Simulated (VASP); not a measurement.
Given:

```
CELL_PARAMETERS angstrom
      0.00000     3.23405     3.23405
      3.23405     0.00000     3.23405
      3.23405     3.23405     0.00000
ATOMIC_POSITIONS crystal
  Sn 0.00000 0.00000 0.00000
  Te 0.50000 0.50000 0.50000
```

Calculation: SCAN meta-GGA, VASP's PBE PAW potentials (set 64) (plane waves; VASP 6.6.1). Run with 520 eV cut-off, 7×7×7 Γ-centred mesh, Gaussian smearing of 0.050 eV, potentials Sn_d Te.

Give the stress tensor in GPa (positive for a compressed cell).

```
-2.31   0.00   0.00
 0.00  -2.31   0.00
 0.00   0.00  -2.31
```
The pressure is its mean diagonal, -2.31 GPa.

The compound is SnTe in the rock salt structure, which distorts at low temperature. This cell is one point of a volume scan, at 1.06 of the reference volume.
